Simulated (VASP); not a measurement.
Output of a VASP run:

### OSZICAR
```
...
DAV:   7    -0.975181615061E+01   -0.21102E-06   -0.48592E-07  1177   0.637E-03    0.564E-03
DAV:   8    -0.975181619441E+01   -0.43803E-07   -0.10134E-07   697   0.338E-03
   2 F= -.97518162E+01 E0= -.97518162E+01  d E =-.124275E-01
       N       E                     dE             d eps       ncg     rms          rms(c)
DAV:   1    -0.975425527476E+01   -0.24391E-02   -0.12811E+00   960   0.708E+00    0.709E-01
DAV:   2    -0.975638076967E+01   -0.21255E-02   -0.55730E-02  1177   0.185E+00    0.322E-01
DAV:   3    -0.975568001822E+01    0.70075E-03   -0.18447E-03  1382   0.355E-01    0.176E-01
DAV:   4    -0.975557640813E+01    0.10361E-03   -0.86964E-04  1107   0.201E-01    0.465E-02
DAV:   5    -0.975557843666E+01   -0.20285E-05   -0.12242E-04  1058   0.804E-02    0.441E-02
DAV:   6    -0.975557901996E+01   -0.58330E-06   -0.11623E-05  1213   0.271E-02    0.168E-02
DAV:   7    -0.975557924023E+01   -0.22027E-06   -0.54917E-07  1164   0.682E-03    0.586E-03
DAV:   8    -0.975557927386E+01   -0.33626E-07   -0.11579E-07   683   0.378E-03
   3 F= -.97555793E+01 E0= -.97555793E+01  d E =-.161906E-01
       N       E                     dE             d eps       ncg     rms          rms(c)
DAV:   1    -0.975559348718E+01   -0.14247E-04   -0.67185E-03   960   0.515E-01    0.529E-02
DAV:   2    -0.975560691668E+01   -0.13430E-04   -0.29184E-04  1191   0.133E-01    0.237E-02
DAV:   3    -0.975560374596E+01    0.31707E-05   -0.86341E-06  1368   0.245E-02    0.126E-02
DAV:   4    -0.975560346469E+01    0.28127E-06   -0.51149E-06  1130   0.154E-02    0.324E-03
DAV:   5    -0.975560350037E+01   -0.35681E-07   -0.81390E-07  1051   0.635E-03
   4 F= -.97556035E+01 E0= -.97556035E+01  d E =-.162148E-01
       N       E                     dE             d eps       ncg     rms          rms(c)
DAV:   1    -0.975958418955E+01   -0.39807E-02   -0.17055E-01   981   0.302E+00    0.364E-01
DAV:   2    -0.975724790864E+01    0.23363E-02   -0.82474E-03  1058   0.795E-01    0.184E-01
DAV:   3    -0.975683526082E+01    0.41265E-03   -0.12522E-03  1114   0.321E-01    0.803E-02
DAV:   4    -0.975672255644E+01    0.11270E-03   -0.35776E-04  1100   0.141E-01    0.408E-02
DAV:   5    -0.975671842083E+01    0.41356E-05   -0.41052E-05  1184   0.498E-02    0.141E-02
DAV:   6    -0.975671912147E+01   -0.70064E-06   -0.48676E-06  1259   0.167E-02    0.648E-03
DAV:   7    -0.975671933850E+01   -0.21703E-06   -0.47779E-07  1128   0.723E-03    0.301E-03
DAV:   8    -0.975671942496E+01   -0.86460E-07   -0.97197E-08   676   0.304E-03
   5 F= -.97567194E+01 E0= -.97567194E+01  d E =-.111592E-02
       N       E                     dE             d eps       ncg     rms          rms(c)
DAV:   1    -0.975953950404E+01   -0.28202E-02   -0.15409E-01   981   0.287E+00    0.347E-01
DAV:   2    -0.975743036231E+01    0.21091E-02   -0.74201E-03  1051   0.752E-01    0.175E-01
DAV:   3    -0.975705661653E+01    0.37375E-03   -0.11383E-03  1121   0.305E-01    0.762E-02
DAV:   4    -0.975695507293E+01    0.10154E-03   -0.32247E-04  1086   0.134E-01    0.385E-02
DAV:   5    -0.975695139114E+01    0.36818E-05   -0.36851E-05  1177   0.475E-02    0.135E-02
DAV:   6    -0.975695203739E+01   -0.64625E-06   -0.44457E-06  1265   0.159E-02    0.612E-03
DAV:   7    -0.975695223328E+01   -0.19589E-06   -0.42560E-07  1107   0.682E-03    0.290E-03
DAV:   8    -0.975695231445E+01   -0.81171E-07   -0.89013E-08   655   0.292E-03
   6 F= -.97569523E+01 E0= -.97569523E+01  d E =-.134881E-02
```

### OUTCAR
```
------------------------ aborting loop because EDIFF is reached ----------------------------------------
  FORCE on cell =-STRESS in cart. coord.  units (eV):
  Direction    XX          YY          ZZ          XY          YZ          ZX
  --------------------------------------------------------------------------------------
  Total        0.2940924      0.2940924      0.3304249      0.0000000      0.0000000      0.0000000
  in kB        8.5676590      8.5676595      9.6261196      0.0000000      0.0000000      0.0000000
  external PRESSURE =       8.9204794 kB  Pullay stress =       0.0000000 kB
  volume of cell :       55.00
      direct lattice vectors                 reciprocal lattice vectors
     1.799606984 -3.117010816 -0.000000000     0.277838442 -0.160410095  0.000000000
     1.799606984  3.117010816 -0.000000000     0.277838442  0.160410095 -0.000000000
     0.000000000  0.000000000  4.902145193     0.000000000  0.000000000  0.203992326
 POSITION                                       TOTAL-FORCE (eV/Angst)
 -----------------------------------------------------------------------------------
      0.00000      0.00000      0.00000         0.000000      0.000000      0.000000
      1.79961      1.03901      1.22957        -0.000000     -0.000000      0.006589
      1.79961     -1.03901      3.67257         0.000000      0.000000     -0.006589
 -----------------------------------------------------------------------------------
    total drift:                                0.000000     -0.000000      0.000000
  FREE ENERGIE OF THE ION-ELECTRON SYSTEM (eV)
  ---------------------------------------------------
  free  energy   TOTEN  =        -9.7569523145 eV

  energy  without entropy=       -9.7569523144  energy(sigma->0) =       -9.75695231

 reached required accuracy - stopping structural energy minimisation
```
(Selected blocks of OUTCAR.)

**POSCAR**
```
PtS2
1
    1.7816171738    -3.0858515379     0.0000000000
    1.7816171738     3.0858515379     0.0000000000
    0.0000000000     0.0000000000     5.0016434702
Pt S
1 2
Direct
  0.0000000000   0.0000000000   0.0000000000
  0.3333330000   0.6666670000   0.2440870310
  0.6666670000   0.3333330000   0.7559129690
```

### Question
Write an INCAR and KPOINTS that could have produced this output.

### Answer
Several could match; the one computed here: the input of the run itself, optB88-vdW, plane waves, VASP's PBE PAW potentials (set 64).

**INCAR**
```
! general
SYSTEM   = PtS2
PREC     = Accurate
ENCUT    = 520
LREAL    = .FALSE.
LASPH    = .TRUE.

! electronic loop
EDIFF    = 1E-7
NELM     = 100
ALGO     = Normal
LMAXMIX  = 6

! smearing
ISMEAR   = 0
SIGMA    = 0.05

! functional
GGA      = BO
LUSE_VDW = .TRUE.
AGGAC    = 0.0
PARAM1   = 0.1833333333
PARAM2   = 0.22

! ions
IBRION   = 2
NSW      = 30
ISIF     = 4
EDIFFG   = -0.01

! output
LWAVE    = .FALSE.
LCHARG   = .FALSE.
```

### KPOINTS
```
Automatic mesh
0
Gamma
7 7 5
0 0 0
```

POTCAR, in this order: Pt S (PBE.64 set). Program: vasp_std.

The compound is PtS2 in the 1T layered structure. This cell is one point of a volume scan, at 0.97 of the reference volume. Symmetry was kept, so distortions that lower it aren't found.
